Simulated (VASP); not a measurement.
# Valence-band splitting at Γ and top-band hole masses of Si under uniaxial [001] stress, from TB-mBJ with spin-orbit coupling

The usual rule of thumb says that uniaxial strain splits the top valence bands of a cubic semiconductor in proportion to the strain. We test it for Si stressed along [001], between 2 % compression and 2 % tension, and follow the mass of the top hole band along and across the axis. Both matter for p-channel transistors, where strain is used to make holes lighter and to reduce scattering between bands. The levels are computed with TB-mBJ and spin-orbit coupling on cells relaxed with LDA. Each is given as a positive depth below the valence-band top at Γ of the same strained cell, so the table shows splittings and not the shift of the band top itself.

## Systems and settings

The start is a typed prototype cell. The crystal was relaxed with LDA. Strain is imposed along [001]; the strain across the axis is adjusted until the stress across it vanishes, and the atoms are relaxed with LDA. VASP 6.6.1, plane waves with PAW, cutoff 450 eV, no spin polarisation. Band edges are single points at TB-mBJ with spin-orbit coupling on these cells, k mesh 8×8×8, read on short lines of k points at the zone centre and through the valleys; energies are counted from the valence-band top at the zone centre. Each level is the mean of a Kramers pair; masses are fitted within 0.05 1/Å of the zone centre and are rough where two bands nearly touch. All levels use the PAW data sets made with LDA.

Notes on method and selection:

- Runs that did not converge, have known faults or may not be shown are not listed, and runs on Ansatz's PAW sets soft_1 and soft_2 are kept to separate tables.

Columns:

- strain (%): strain along the axis (tension positive).
- second level (eV): second valence level below the top at Γ.
- third level (eV): third valence level below the top at Γ.
- mass, axis (mₑ): mass of the top hole band along the axis.
- mass, across (mₑ): mass of the top hole band across the axis.

## The series

| member | sign of the strain | strain (%) | second level (eV) | third level (eV) | mass, axis (mₑ) | mass, across (mₑ) |
| --- | --- | --- | --- | --- | --- | --- |
| −2 % | compression | −2.0 | 0.1865 | 0.220 | 0.211 | 0.293 |
| −1.5 % | compression | −1.5 | 0.1375 | 0.172 | 0.210 | 0.300 |
| −1 % | compression | −1.0 | 0.0889 | 0.124 | 0.209 | 0.306 |
| −0.5 % | compression | −0.5 | ? | ? | ? | ? |
| 0 % | compression | 0.0 | 0.0000 | 0.047 | 0.316 | 0.316 |
| 0 % | tension | 0.0 | 0.0000 | 0.047 | 0.316 | 0.316 |
| +0.5 % | tension | 0.5 | ? | ? | ? | ? |
| +1 % | tension | 1.0 | 0.0259 | 0.122 | 0.312 | 0.245 |
| +1.5 % | tension | 1.5 | 0.0276 | 0.172 | 0.314 | 0.244 |
| +2 % | tension | 2.0 | 0.0285 | 0.221 | 0.313 | 0.244 |

Cells marked ? are withheld until the estimate has been made.

Least-squares fits to the members shown, with x = strain (%); R² and errors in the fitted variable (y, or ln y where the fit is in ln y):

| y | sign of the strain | members | fit | R² | rms residual | leave-one-out rms | the same for the mean of the others |
| --- | --- | --- | --- | --- | --- | --- | --- |
| third level (eV) | compression | 4 | y = 0.04374 − 0.08623 x | 1.00 | 0.0039 | 0.011 | 0.085 |
| third level (eV) | tension | 4 | y = 0.04291 + 0.08674 x | 0.99 | 0.0049 | 0.014 | 0.086 |
| second level (eV) | compression | 4 | y = −0.001503 − 0.09309 x | 1.00 | 0.0018 | 0.0053 | 0.092 |
| second level (eV) | tension | 4 | y = 0.004017 + 0.01465 x | 0.83 | 0.0049 | 0.014 | 0.016 |

## Mechanism

The rule holds only in part. From 0 to 1 % compression the third level deepens by 0.124 − 0.047 = 0.077 eV, and from 1 to 2 % by 0.220 − 0.124 = 0.096 eV. Under tension the second level reaches 0.0259 eV at 1 % and gains only 0.0026 eV more by 2 %, whereas at 2 % compression it lies 0.1865 eV down.

The cause is the competition of strain with spin-orbit coupling, which alone sets the 0.047 eV at zero strain. Compression tilts the bonds away from the axis. This weakens the bonding of p_z and raises it above p_x and p_y; tension does the reverse. The top is then a mainly p_z level, well clear of the other two, under compression. Under tension it belongs to the p_x, p_y pair, which only spin-orbit coupling splits, so the second level stays close.

The masses follow the same switch. Between 1 % compression and 1 % tension the mass along the axis rises from 0.209 to 0.312 mₑ, a factor of 0.312 / 0.209 = 1.49, while the mass across it falls from 0.306 to 0.245 mₑ. The light direction thus lies along the axis under compression and across it under tension. A p orbital disperses more strongly along its own lobe, which gives this order. For an equal mixture of p_x and p_y, the inverse mass across the axis should be the mean of the two inverse masses of p_z. The 2 % compression row gives 2 / (1/0.211 + 1/0.293) = 0.245 mₑ, against 0.244 mₑ at 2 % tension. Along the axis the same picture gives the p_z mass across its lobe, 0.293 mₑ, against 0.313 mₑ in the table, so it holds less closely there.

TB-mBJ tends to make masses too heavy, so the change of direction is firmer than the absolute values.

## Estimating the withheld member

Plain estimates from the members shown:

- −0.5 % (compression), fit at x = −0.5: 0.087 eV
- −0.5 % (compression), straight-line interpolation between −1 % and 0 %: w = (−0.5 − (−1.0)) / (0.0 − (−1.0)) = 0.500, so 0.124 + 0.500 × (0.047 − 0.124) = 0.085 eV
- +0.5 % (tension), fit at x = 0.5: 0.086 eV
- +0.5 % (tension), straight-line interpolation between 0 % and +1 %: w = (0.5 − 0.0) / (1.0 − 0.0) = 0.500, so 0.047 + 0.500 × (0.122 − 0.047) = 0.084 eV

Both plain estimates draw a straight line through a region where the third level curves upward from zero strain, so they should come out too deep. We use the three-level model of the p states instead, with Δ = 0.047 eV for the spin-orbit splitting and S for the strain splitting between p_z and p_x, p_y.

Under compression, third = √(Δ² + ⅔ΔS + S²) and S = 2 × second − third + Δ. The −1 % row gives S = 2 × 0.0889 − 0.124 + 0.047 = 0.1008 eV. Half of this, 0.1008 / 2 = 0.0504 eV, applies at −0.5 %. Put into the formula for the third level, it gives 0.0796 eV.

Under tension, third = ½[Δ + S + √(Δ² − ⅔ΔS + S²)] and S = second + third − Δ. The +1 % row gives S = 0.0259 + 0.122 − 0.047 = 0.1009 eV. Half of this, 0.1009 / 2 = 0.05045 eV, put into the formula for the third level, gives 0.0769 eV at +0.5 %.

The same halving from ±2 % to ±1 % yields 0.124 eV for −1 % and 0.122 eV for +1 %, the tabulated values to the last digit. The rounding of Δ, up to 0.0005 eV, enters the results with a factor of about 1.2 under compression and 0.4 under tension. Together with the rounding of the tabulated levels, a standard deviation of 0.0006 eV is a cautious choice for both members.

**Committed estimate, −0.5 % (compression): third level = 0.0796 ± 0.0006 eV.**  
**Committed estimate, +0.5 % (tension): third level = 0.0769 ± 0.0006 eV.**

## How the estimate fared

| member | sign of the strain | strain (%) | second level (eV) | third level (eV) | mass, axis (mₑ) | mass, across (mₑ) |
| --- | --- | --- | --- | --- | --- | --- |
| −0.5 % | compression | −0.5 | 0.0415 | 0.080 | 0.211 | 0.305 |
| +0.5 % | tension | 0.5 | 0.0205 | 0.077 | 0.316 | 0.248 |

| member | estimate | third level (eV) | computed | estimate − computed | miss in error bars |
| --- | --- | --- | --- | --- | --- |
| −0.5 % (compression) | committed | 0.080 | 0.080 | 0.000 | 0.7 |
| −0.5 % (compression) | fit | 0.087 | 0.080 | +0.007 |  |
| −0.5 % (compression) | interpolation | 0.085 | 0.080 | +0.005 |  |
| +0.5 % (tension) | committed | 0.077 | 0.077 | 0.000 | 0.2 |
| +0.5 % (tension) | fit | 0.086 | 0.077 | +0.009 |  |
| +0.5 % (tension) | interpolation | 0.084 | 0.077 | +0.007 |  |

Both estimates fall inside their error bars. The −0.5 % member was put at 0.0796 eV and computed at 0.080 eV, the +0.5 % member at 0.0769 eV and computed at 0.077 eV. The straight-line estimates are too deep by 0.005 to 0.009 eV, as the upward curvature led us to expect.

The second level, printed to one more digit, gives a sharper check, made after the results were known. With the same S, the model gives (0.0796 + 0.1008 / 2 − 0.047) / 2 = 0.0415 eV under compression and 0.1009 / 2 + 0.047 − 0.0769 = 0.0206 eV under tension; the table has 0.0415 and 0.0205 eV. This supports a strain splitting proportional to strain, combined with a fixed spin-orbit splitting.

## Exceptions

Least-squares fits to the whole series, with x = strain (%); R² and errors in the fitted variable (y, or ln y where the fit is in ln y):

| y | sign of the strain | members | fit | R² | rms residual | leave-one-out rms | the same for the mean of the others |
| --- | --- | --- | --- | --- | --- | --- | --- |
| third level (eV) | compression | 5 | y = 0.04100 − 0.08760 x | 1.00 | 0.0044 | 0.0089 | 0.078 |
| third level (eV) | tension | 5 | y = 0.03920 + 0.08860 x | 0.99 | 0.0056 | 0.011 | 0.079 |
| second level (eV) | compression | 5 | y = −0.002920 − 0.09380 x | 1.00 | 0.0021 | 0.0043 | 0.083 |
| second level (eV) | tension | 5 | y = 0.007680 + 0.01282 x | 0.73 | 0.0055 | 0.011 | 0.013 |

Largest departures from the fit to the whole series:

| member | sign of the strain | third level (eV) | fit | computed − fit | in rms residuals |
| --- | --- | --- | --- | --- | --- |
| 0 % | tension | 0.047 | 0.039 | +0.008 | 1.4 |
| 0 % | compression | 0.047 | 0.041 | +0.006 | 1.4 |
| +0.5 % | tension | 0.077 | 0.083 | −0.006 | 1.2 |
| −0.5 % | compression | 0.080 | 0.085 | −0.005 | 1.1 |

No level stands out: the largest departure from the straight lines is 1.4 rms residuals. The signs are systematic, however. The unstrained crystal lies 0.006 to 0.008 eV above the lines and the ±0.5 % members 0.005 to 0.006 eV below, as expected when a line is drawn through a curve that starts with a smaller slope and steepens. Under tension the third level deepens by 0.077 − 0.047 = 0.030 eV over the first half per cent and by 0.122 − 0.077 = 0.045 eV over the second.

The masses under tension need more caution than the levels. At the edge of the fitted range, 0.05 1/Å from Γ, the top band at +0.5 % has fallen across the axis by about 3.81 × 0.05² / 0.248 = 0.038 eV (ħ²/2mₑ = 3.81 eV Å²). That is more than the distance to the second level at Γ, 0.0205 eV, so the fitted mass is an average over a range where the two bands can mix, and not a strict band-edge mass. The same holds for the other members under tension, whose second level lies at most 0.0285 eV down.

The direction matters too. The masses across the axis are those along [100]: at zero strain they equal the mass along [001], 0.316 mₑ, as they must for two equivalent cube axes. In the mechanism we called the direction across the axis light under tension without naming it, and that was too broad. The table shows it for [100] only. Channels of p-type transistors usually run along [110], which we did not compute. Away from Γ, motion along [110] couples p_x and p_y directly, which motion along [100] does not. With the second level so close under tension, the mass along [100] can't be carried over to [110], and the table doesn't tell whether tension makes holes light in such a channel.

## Rules of thumb and their limits

Between −2 and +2 %, the strain splitting is close to S = 0.10 eV per % of strain. Put into the two formulas with Δ = 0.047 eV, this reproduces the third level of all eight strained members within 0.003 eV, whereas the mean of the other members misses by about 0.08 eV.

The top-band mass switches with the sign of strain, already at 0.5 %: along [001] it is 0.211 mₑ under compression and 0.316 mₑ under tension, along [100] 0.305 and 0.248 mₑ. This rule compares these two directions only and should not be used for a channel along [110].

For hole transport, compression separates the bands far better. At room temperature (kT = 0.0259 eV), a state at the second level holds exp(−0.0889 / 0.0259) = 0.03 times as many holes as one at the top for 1 % compression, but exp(−0.0259 / 0.0259) = 0.37 times for 1 % tension.

Lattice vibrations are left out; we expect them mainly to shift the three levels together.
